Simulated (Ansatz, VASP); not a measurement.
# Cross-check of InHO2 between VASP and Ansatz, part 2 of 2

Wanted: the spread between two codes on one cell, functional and k mesh. The cell is taken from a series of runs on this material, whose earlier steps may have relaxed, scaled, displaced or heated it; both programs get it as it stands. Other levels of theory on this material are compared in a session of their own.

VASP 6.6.1 and Ansatz 0.2.0.

So far. Step 3 (VASP: single point, r2SCAN with rVV10): The run ends at a pressure of 0.89 GPa, with forces up to 0.022 eV/Å.

**4. Comparison**

Known differences besides the potentials themselves: VASP keeps PBE cores, Ansatz makes them for the functional; fixed occupations in Ansatz, narrow Gaussian smearing in VASP; the data sets hold 68 valence electrons in Ansatz (on PAW files that the input asks for by source) and 52 in VASP; the cutoff is 1050 eV in Ansatz and 580 eV in VASP. Total energies have different zeros and are not compared.

The two programs side by side:

```
              quantity  Ansatz   VASP  difference
gap on the k mesh (eV)   2.707  2.706      +0.001
```

A gap on the mesh is an upper bound, since the band edges may lie between its points.

**5. VASP: single point, r2SCAN with D4**

A single point takes one fixed geometry, so differences don't come from the geometry; what else differs is listed under the comparison.

The input, INCAR:

```
SYSTEM = InHO2
PREC = Accurate
ENCUT = 580
EDIFF = 1E-06
NELM = 120
ISMEAR = 0
SIGMA = 0.01
LREAL = .FALSE.
ALGO = Normal
METAGGA = R2SCAN
IVDW = 13
VDW_S6 = 1
VDW_S8 = 0.6018749
VDW_A1 = 0.51559235
VDW_A2 = 5.77342911
LASPH = .TRUE.
NBANDS = 34
LORBIT = 11
LWAVE = .FALSE.
LCHARG = .FALSE.
ISIF = 2
GGA_COMPAT = .FALSE.
EFERMI = MIDGAP
LMIXTAU = .TRUE.
KPAR = 2
```

The input, POSCAR:

```
InHO2
1.0
    4.5085608821      0.0000000000      0.0000000000
    0.0000000000      5.2583612626      0.0000000000
    0.0000000000      0.0000000000      3.2763589048
In H O
2 2 4
Direct
    0.5000000000      0.5000000000      0.5000000000
    0.0000000000      0.0000000000      0.0000000000
    0.5000000000      0.0000000000      0.5000000000
    0.0000000000      0.5000000000      0.0000000000
    0.2795201503      0.8686657686      0.5000000000
    0.7204798497      0.1313342314      0.5000000000
    0.2204798497      0.3686657686      0.0000000000
    0.7795201503      0.6313342314      0.0000000000
```

The input, KPOINTS:

```
Automatic mesh
0
Gamma
6 6 8
0 0 0
```

PAW data sets: In_d, H and O (PBE family, release 64).

The run is started by

```sh
$ mpirun -np 2 vasp_std
```

Numbers of over 12 decimals in the logs are rounded to 6 here.

Log:

```text
[banner, memory and clock lines left out]
running    2 mpi-ranks, on    1 nodes
[...]
[... a notice as in an earlier step ...]

 LDA part: xc-table for (None), standard interpolation
 POSCAR, INCAR and KPOINTS ok, starting setup
[...]
entering main loop
       N       E                     dE             d eps       ncg     rms          rms(c)
DAV:   1     0.622064490566E+03    0.62206E+03   -0.27551E+04  5482   0.227E+03
DAV:   2    -0.262835232339E+01   -0.62469E+03   -0.59029E+03  5930   0.568E+02
DAV:   3    -0.102165868981E+03   -0.99538E+02   -0.96919E+02  5956   0.223E+02
DAV:   4    -0.107801900390E+03   -0.56360E+01   -0.55789E+01  7122   0.542E+01
[...]
DAV:  19    -0.884900918638E+02   -0.14916E-04   -0.48232E-06  5740   0.172E-02    0.266E-02
DAV:  20    -0.884900987911E+02   -0.69273E-05   -0.27200E-06  4680   0.144E-02    0.204E-02
DAV:  21    -0.884900985191E+02    0.27199E-06   -0.90069E-07  4132   0.772E-03
   1 F= -.89066858E+02 E0= -.89066858E+02  d E =0.000000E+00
```

Parts of OUTCAR (step 5):

```text
  Edisp (eV):   -0.57676

  Total       0.44626     0.46860     0.54183     0.00000     0.00000     0.00000
  in kB       9.20481     9.66560    11.17615     0.00000     0.00000     0.00000
  external pressure =       10.02 kB  Pullay stress =        0.00 kB

 POSITION                                       TOTAL-FORCE (eV/Angst)
 -----------------------------------------------------------------------------------
      2.25428      2.62918      1.63818         0.000000      0.000000      0.000000
      0.00000      0.00000      0.00000         0.000000      0.000000      0.000000
      2.25428      0.00000      1.63818         0.000000      0.000000      0.000000
      0.00000      2.62918      0.00000         0.000000      0.000000      0.000000
      1.26023      4.56776      1.63818         0.030856      0.013598     -0.000000
      3.24833      0.69060      1.63818        -0.030856     -0.013598      0.000000
      0.99405      1.93858      0.00000        -0.030856      0.013598      0.000000
      3.51451      3.31978      0.00000         0.030856     -0.013598     -0.000000
 -----------------------------------------------------------------------------------
    total drift:                                0.000000      0.000000      0.000000

  FREE ENERGIE OF THE ION-ELECTRON SYSTEM (eV)
  ---------------------------------------------------
  free  energy   TOTEN  =       -89.0668580823 eV

  energy  without entropy=      -89.0668580823  energy(sigma->0) =      -89.06685808

[... 2 parts as in an earlier step ...]

[... 1 further part left out ...]
[key lines of the parts left out:]
E-fermi :   5.6383
```

The run ends at a pressure of 1.00 GPa, with forces up to 0.034 eV/Å.

**6. Ansatz: single point, r2SCAN with D4**

The same cell, functional and mesh now go to Ansatz, which takes its cutoff from its data sets.

The cell is taken from a series of runs on this material, whose earlier steps may have relaxed, scaled, displaced or heated it; both programs get it as it stands.

The input, input.yaml:

```yaml
crystal:
  lattice:
    - [4.5085608821, 0.0, 0.0]
    - [0.0, 5.2583612626, 0.0]
    - [0.0, 0.0, 3.2763589048]
  atoms:
    - { symbol: In, position: [0.5, 0.5, 0.5] }
    - { symbol: In, position: [0.0, 0.0, 0.0] }
    - { symbol: H, position: [0.5, 0.0, 0.5] }
    - { symbol: H, position: [0.0, 0.5, 0.0] }
    - { symbol: O, position: [0.2795201503, 0.8686657686, 0.5] }
    - { symbol: O, position: [0.7204798497, 0.1313342314, 0.5] }
    - { symbol: O, position: [0.2204798497, 0.3686657686, 0.0] }
    - { symbol: O, position: [0.7795201503, 0.6313342314, 0.0] }
kpoints:
  mp_grid: { grid: [6, 6, 8] }
hamiltonian:
  xc: r2scan
  pseudopotentials: { kind: paw, source: ansatz }
  dispersion: d4
scf:
  occupations: { method: fixed }
  n_extra_bands: 6
  lower_state_search: "off"
  convergence: { dr2_threshold: 1.0e-09 }
output:
  eigenvalues: true
```

The run is started by

```sh
$ ansatz run input.yaml --threads 8 --pin off --max-ram 18432MiB --backend cpu --events-out ev --progress --plain --runs-dir out
```

Log:

```text
[...]
Crystal: 8 atoms, lattice volume = 77.675 Å³
Basis set: ecut = 1050 eV, 6001 PW (Γ), exchange–correlation on 216×256×160 points (64 copies of the dense FFT grid, shifted against one another)
Bands: 40, of which v1, the nominal top of the filled ones, is band 34 counted from 1 (33 counted from 0)
Symmetry: 8 space group operations
[...]
k-points: 80 of 288
[...]
--- Band table (eV; the first three rows and the last of 80) ---
  k-point 0: bands = [... 30 lower, 8.4090, 8.4685, 8.5860, 8.6618, 11.4121, 16.3249, 16.7123, 17.8910, ... 2 higher]
  k-point 1: bands = [... 30 lower, 8.1925, 8.3623, 8.3754, 8.5912, 12.1108, 16.5839, 17.1837, 18.3030, ... 2 higher]
  k-point 2: bands = [... 30 lower, 7.8341, 7.9946, 8.1572, 8.5531, 13.4993, 16.9789, 18.3456, 19.1834, ... 2 higher]
  k-point 79: bands = [... 30 lower, 7.5446, 7.5446, 8.1838, 8.1838, 15.6007, 15.6007, 18.2394, 18.2394, ... 2 higher]
[key lines of the parts left out:]
SCF converged after 10 iterations
Free energy (F): -20270.749684 eV
Fermi energy:    8.661849 eV
```

**7. Differences**

What differs besides the data sets and the points named for the pairs above, as far as they apply: the data sets hold 68 valence electrons in Ansatz (on PAW files that the input asks for by source) and 52 in VASP. Total energies have different zeros and are not compared.

Both answers:

```
              quantity  Ansatz   VASP  difference
gap on the k mesh (eV)   2.750  2.749      +0.002
```

A gap on the mesh is an upper bound, since the band edges may lie between its points. VASP's last cycles still show a density residual of 2e-03, so its state may not be settled.

**8. Outcome**

```
difference in gap on the k mesh (single point, r2SCAN with rVV10) : 9.0e-4 eV
difference in gap on the k mesh (single point, r2SCAN with D4)    : 0.0015 eV
```

What this shows: The difference in gap on the k mesh is 0.0015 eV (single point, r2SCAN with D4), within the 0.08 eV picked in this series as the mark of a large difference. The data sets hold unlike numbers of valence electrons (68 in Ansatz and 52 in VASP), so part of the differences may come from the potentials. 4 further pairs of this series are not shown here. How closely two codes agree says nothing of how well the functional describes the real material.

[Lines on the potential files, build, host, timing and source positions are cut from VASP's logs without a mark.]

[Logs are printed without paths, hosts, clocks, repeated set-up lines and the standing remarks that a program may print on its own settings, such as how far it seeks lower states.]

[Hosts, paths, dates, database ids (printed as entryN), source tags and the programs' standing remarks are cut or masked in the printed files.]
